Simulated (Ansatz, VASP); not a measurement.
# Cross-check of Ti3In (Ti3In (P6_3/mmc)) between VASP and Ansatz

Aim: how closely do two programs agree when they are given the same cell, functional and k mesh? The cell is taken from a series of runs on this material, whose earlier steps may have relaxed, scaled, displaced or heated it; both programs get it as it stands.

Program: Ansatz 0.2.0. Level of theory: plane waves, with VASP 6.6.1 beside it; relaxation of cell and atoms at r2SCAN. Results are calculated unless marked as measured.

## 1. Starting point

It takes space group P6_3/mmc (No. 194, hexagonal). Conventional cell: a = 5.903 Å, b = 5.903 Å, c = 4.774 Å, α = 90.00°, β = 90.00°, γ = 120.00°. Nearest to Ti lie 8 Ti at 2.92 to 2.98 Å and 4 In at 2.94 to 2.95 Å. In has 12 Ti at 2.94 to 2.95 Å nearest. Farther neighbours are not listed.

## 2. VASP: relaxation of cell and atoms, r2SCAN

The relaxed volume is the usual yardstick between codes: in a stiff, nearly cubic crystal its relative difference is about their pressure difference at one cell divided by the bulk modulus.

Lines of VASP's logs that name or quote its potential files are left out, and so is its time.

Input file INCAR:

```
SYSTEM = Ti3In
PREC = Accurate
ENCUT = 550
EDIFF = 1E-07
NELM = 120
ISMEAR = -1
SIGMA = 0.05
LREAL = .FALSE.
ALGO = Normal
METAGGA = R2SCAN
LASPH = .TRUE.
NBANDS = 60
LORBIT = 11
LWAVE = .FALSE.
LCHARG = .FALSE.
ISIF = 3
IBRION = 2
NSW = 80
EDIFFG = -0.005
GGA_COMPAT = .FALSE.
NELMIN = 4
LMIXTAU = .TRUE.
KPAR = 2
```

Input file POSCAR:

```
Ti3In
1.0
    5.9029370000      0.0000000000      0.0000000000
   -2.9514680000      5.1120930000      0.0000000000
    0.0000000000      0.0000000000      4.7739580000
Ti In
6 2
Direct
    0.1652132972      0.3304267638      0.2500000000
    0.6695730668      0.8347865334      0.2500000000
    0.1652132972      0.8347865334      0.2500000000
    0.8347864770      0.6695731232      0.7500000000
    0.3304267074      0.1652133536      0.7500000000
    0.8347864770      0.1652133536      0.7500000000
    0.3333332204      0.6666666102      0.7500000000
    0.6666665538      0.3333332768      0.2500000000
```

Input file KPOINTS:

```
Automatic mesh
0
Gamma
8 8 8
0 0 0
```

PAW data sets: Ti_sv and In_d (PBE family, release 64).

Command:

```console
mpirun -np 2 vasp_std
```

Numbers of over 12 decimals in the logs are rounded to 6 here.

The program printed:

```text
[banner, memory and clock lines left out]
running    2 mpi-ranks, on    1 nodes
 distrk:  each k-point on    1 cores,    2 groups
 distr:  one band on    1 cores,    1 groups

 POSCAR found type information on POSCAR TiIn
 POSCAR found :  2 types and       8 ions
|                                                                             |
|               ----> ADVICE to this user running VASP <----                  |
|                                                                             |
|     You enforced a specific xc type in the INCAR file but a different       |
|     [... a line on the potential file left out ...]
|     I HOPE YOU KNOW WHAT YOU ARE DOING!                                     |
|                                                                             |

 LDA part: xc-table for (None), standard interpolation
 POSCAR, INCAR and KPOINTS ok, starting setup
 FFT: planning ... GRIDC
 FFT: planning ... GRID_SOFT
 FFT: planning ... GRID
 WAVECAR not read
 entering main loop
       N       E                     dE             d eps       ncg     rms          rms(c)
DAV:   1     0.135047209505E+04    0.13505E+04   -0.50723E+04  6016   0.232E+03
DAV:   2     0.653741934539E+02   -0.12851E+04   -0.12621E+04  6000   0.686E+02
DAV:   3    -0.115872823079E+03   -0.18125E+03   -0.17438E+03  7328   0.242E+02
DAV:   4    -0.151485381220E+03   -0.35613E+02   -0.34375E+02  9192   0.824E+01
DAV:   5    -0.155318077581E+03   -0.38327E+01   -0.37957E+01  9728   0.227E+01    0.263E+01
DAV:   6    -0.129332694854E+03    0.25985E+02   -0.68783E+01  7212   0.625E+01    0.553E+00
DAV:   7    -0.120737080785E+03    0.85956E+01   -0.55639E+00  7832   0.128E+01    0.327E+00
DAV:   8    -0.126472839217E+03   -0.57358E+01   -0.30514E+00  6996   0.107E+01    0.178E+00
DAV:   9    -0.124224959899E+03    0.22479E+01   -0.16294E+00  6568   0.876E+00    0.818E-01
DAV:  10    -0.123581379520E+03    0.64358E+00   -0.12670E+00  6892   0.628E+00    0.116E+00
DAV:  11    -0.123835975132E+03   -0.25460E+00   -0.18703E-01  7792   0.324E+00    0.902E-01
DAV:  12    -0.124273852623E+03   -0.43788E+00   -0.52680E-01  6476   0.526E+00    0.477E-01
DAV:  13    -0.124290552506E+03   -0.16700E-01   -0.32485E-02  9352   0.865E-01    0.626E-01
DAV:  14    -0.124296382954E+03   -0.58304E-02   -0.31979E-03  8244   0.321E-01    0.766E-01
[...]
DAV:  24    -0.124377074442E+03   -0.21734E-03   -0.12884E-03  8760   0.160E-01    0.151E-01
DAV:  25    -0.124376928073E+03    0.14637E-03   -0.10203E-03  7592   0.163E-01    0.359E-02
DAV:  26    -0.124376890347E+03    0.37726E-04   -0.13084E-04  8760   0.451E-02    0.186E-02
DAV:  27    -0.124376923082E+03   -0.32735E-04   -0.34341E-05  6628   0.333E-02    0.103E-02
DAV:  28    -0.124376924740E+03   -0.16584E-05   -0.36615E-06  8096   0.116E-02    0.101E-02
DAV:  29    -0.124376924971E+03   -0.23122E-06   -0.45649E-07  5988   0.359E-03    0.975E-03
DAV:  30    -0.124376924380E+03    0.59140E-06   -0.58440E-07  5392   0.512E-03    0.219E-03
DAV:  31    -0.124376924340E+03    0.40009E-07   -0.96690E-07  6296   0.554E-03
   1 F= -.12437692E+03 E0= -.12435238E+03  d E =-.124377E+03
[...]
2 F= -.12437727E+03 E0= -.12435272E+03  d E =-.345833E-03
[...]
3 F= -.12437730E+03 E0= -.12435275E+03  d E =-.371205E-03
[...]
4 F= -.12437742E+03 E0= -.12435295E+03  d E =-.122549E-03
 trial-energy change:   -0.000123  1 .order   -0.000121   -0.000181   -0.000062
 step:   1.4298(harm=  1.4688)  dis= 0.00195  next Energy=  -124.377433 (dE=-0.138E-03)
 bond charge predicted
       N       E                     dE             d eps       ncg     rms          rms(c)
DAV:   1    -0.124377194668E+03    0.22343E-03   -0.12201E-02  6928   0.143E+00    0.530E-02
DAV:   2    -0.124377428518E+03   -0.23385E-03   -0.29666E-03  6344   0.319E-01    0.300E-02
DAV:   3    -0.124377433303E+03   -0.47848E-05   -0.19982E-04  8208   0.109E-01    0.163E-02
DAV:   4    -0.124377430932E+03    0.23712E-05   -0.29244E-05  8096   0.344E-02    0.623E-03
DAV:   5    -0.124377434359E+03   -0.34274E-05   -0.53637E-06  8108   0.164E-02    0.256E-03
DAV:   6    -0.124377433752E+03    0.60701E-06   -0.36100E-06  7892   0.113E-02    0.236E-03
DAV:   7    -0.124377435384E+03   -0.16320E-05   -0.54581E-07  6632   0.660E-03    0.962E-04
DAV:   8    -0.124377434823E+03    0.56162E-06   -0.59010E-07  6528   0.515E-03    0.564E-04
DAV:   9    -0.124377435556E+03   -0.73340E-06   -0.24148E-07  4656   0.375E-03    0.227E-04
DAV:  10    -0.124377435527E+03    0.29080E-07   -0.27713E-08  3460   0.130E-03
   5 F= -.12437744E+03 E0= -.12435301E+03  d E =-.139982E-03
 curvature:  -0.94 expect dE=-0.131E-04 dE for cont linesearch -0.168E-06
 trial: gam= 0.00534 g(F)=  0.390E-07 g(S)=  0.139E-04 ort = 0.658E-05 (trialstep = 0.106E+01)
 search vector abs. value=  0.140E-04
 reached required accuracy - stopping structural energy minimisation
```

Parts of OUTCAR (step 2):

```text
ion  position               nearest neighbor table
   1  0.165  0.330  0.250-   7 2.94   7 2.94   8 2.95   8 2.95
   2  0.670  0.835  0.250-   7 2.94   7 2.94   8 2.95   8 2.95
   3  0.165  0.835  0.250-   7 2.94   7 2.94   8 2.95   8 2.95
   4  0.835  0.670  0.750-   8 2.94   8 2.94   7 2.95   7 2.95
   5  0.330  0.165  0.750-   8 2.94   8 2.94   7 2.95   7 2.95
   6  0.835  0.165  0.750-   8 2.94   8 2.94   7 2.95   7 2.95
   7  0.333  0.667  0.750-   1 2.94   1 2.94   3 2.94   3 2.94   2 2.94   2 2.94   5 2.95   5 2.95
                             6 2.95   6 2.95   4 2.95   4 2.95
   8  0.667  0.333  0.250-   4 2.94   4 2.94   6 2.94   6 2.94   5 2.94   5 2.94   2 2.95   2 2.95
                             3 2.95   3 2.95   1 2.95   1 2.95

  LATTYP: Found a hexagonal cell.
 ALAT       =     5.9029370000
 C/A-ratio  =     0.8087428343

 Subroutine GETGRP returns: Found 24 space group operations
 (whereof 12 operations were pure point group operations)

The static configuration has the point symmetry D_3d.
 The point group associated with its full space group is D_6h.

 Found     50 irreducible k-points:

   k-points           NKPTS =     50   k-points in BZ     NKDIM =     50   number of bands    NBANDS=     60

   dimension x,y,z NGX =    48 NGY =   48 NGZ =   40
   dimension x,y,z NGXF=    96 NGYF=   96 NGZF=   80

   ENCUT  =  550.0 eV  40.42 Ry    6.36 a.u.  11.29 11.29  9.13*2*pi/ulx,y,z

   NELECT =      98.0000    total number of electrons

 k-points in reciprocal lattice and weights: Automatic mesh
   0.00000000  0.00000000  0.00000000       0.002
   0.12500000  0.00000000  0.00000000       0.012
   0.25000000  0.00000000  0.00000000       0.012
   0.37500000  0.00000000  0.00000000       0.012
   0.50000000  0.00000000  0.00000000       0.006
   0.12500000  0.12500000  0.00000000       0.012
   0.25000000  0.12500000  0.00000000       0.023
   0.37500000  0.12500000  0.00000000       0.023
   0.25000000  0.25000000  0.00000000       0.012
[...]
0.25000000  0.25000000  0.50000000       0.012
   0.37500000  0.25000000  0.50000000       0.012

 average (electrostatic) potential at core
       1 -76.5012       2 -76.5012       3 -76.5012       4 -76.5012       5 -76.5012
       6 -76.5012       7 -97.2367       8 -97.2367

 E-fermi :   8.7966

 k-point     1 :       0.0000    0.0000    0.0000
  band No.  band energies     occupation
    ...
     46       8.0641      2.00000
     47       8.2271      1.99998
     48       8.2271      1.99998
     49       8.4849      1.99608
     50       8.5088      1.99370
     51       9.5103      0.00000
     52       9.5103      0.00000
     53       9.5244      0.00000
     54       9.6654      0.00000
     55       9.6654      0.00000
    ...

 k-point     2 :       0.1250    0.0000    0.0000
  band No.  band energies     occupation
    ...
     46       7.9295      2.00000
     47       8.0110      2.00000
     48       8.2457      1.99997
     49       8.4865      1.99596
     50       8.7926      1.04044
     51       9.4963      0.00000
     52       9.5167      0.00000
     53       9.5346      0.00000
     54       9.6400      0.00000
     55       9.7147      0.00000
    ...

 k-point     3 :       0.2500    0.0000    0.0000
  band No.  band energies     occupation
    ...
     45       7.8870      2.00000
     46       7.9812      2.00000
     47       8.0678      2.00000
     48       8.2928      1.99992
     49       8.4336      1.99860
     50       9.1575      0.00146
     51       9.4621      0.00000
     52       9.4996      0.00000
     53       9.5721      0.00000
     54       9.5933      0.00000
    ...

  Total       -0.0254271     -0.0254271      0.0317928     -0.0000000      0.0000000     -0.0000000
  in kB       -0.2822575     -0.2822574      0.3529219     -0.0000000      0.0000000     -0.0000000
  external PRESSURE =      -0.0705310 kB  Pullay stress =       0.0000000 kB

  energy-cutoff  :      550.00
  volume of cell :      144.33
      direct lattice vectors                 reciprocal lattice vectors
     5.906874826  0.000000000 -0.000000000     0.169294260  0.097742077  0.000000000
    -2.953436913  5.115503257  0.000000000    -0.000000000  0.195484188  0.000000000
    -0.000000000 -0.000000000  4.776559735     0.000000000  0.000000000  0.209355699

 POSITION                                       TOTAL-FORCE (eV/Angst)
 -----------------------------------------------------------------------------------
     -0.00000      1.69355      1.19414         0.000000      0.000367     -0.000000
      1.48678      4.26873      1.19414        -0.000318     -0.000183      0.000000
     -1.48678      4.26873      1.19414         0.000318     -0.000183      0.000000
      2.95344      3.42195      3.58242        -0.000000     -0.000367     -0.000000
      1.46666      0.84678      3.58242         0.000318      0.000183     -0.000000
      4.44021      0.84678      3.58242        -0.000318      0.000183      0.000000
     -0.00000      3.41034      3.58242         0.000000     -0.000000     -0.000000
      2.95344      1.70517      1.19414        -0.000000      0.000000     -0.000000
 -----------------------------------------------------------------------------------
    total drift:                                0.005820      0.003364     -0.000011

  FREE ENERGIE OF THE ION-ELECTRON SYSTEM (eV)
  ---------------------------------------------------
  free  energy   TOTEN  =      -124.3774355271 eV

  energy  without entropy=     -124.3285843814  energy(sigma->0) =     -124.35300995

 reached required accuracy - stopping structural energy minimisation

 total charge
# of ion       s       p       d       tot
------------------------------------------
    1        2.212   6.119   1.855  10.186
    2        2.212   6.119   1.855  10.186
    3        2.212   6.119   1.855  10.186
    4        2.212   6.119   1.855  10.186
    5        2.212   6.119   1.855  10.186
    6        2.212   6.119   1.855  10.186
    7        0.876   1.029   9.847  11.753
    8        0.876   1.029   9.847  11.753
--------------------------------------------------
tot         15.025  38.775  30.822  84.622

[... 3 further parts left out ...]
```

The run keeps the 24 symmetry operations of its start, so it cannot find a distortion of lower symmetry.

(Continued in part 2 of 2.)

[Lines on the potential files, build, host, timing and source positions are cut from VASP's logs without a mark.]

[Logs are printed without paths, hosts, clocks, repeated set-up lines and the standing remarks that a program may print on its own settings, such as how far it seeks lower states.]

[Hosts, paths, dates, database ids (printed as entryN), source tags and the programs' standing remarks are cut or masked in the printed files.]
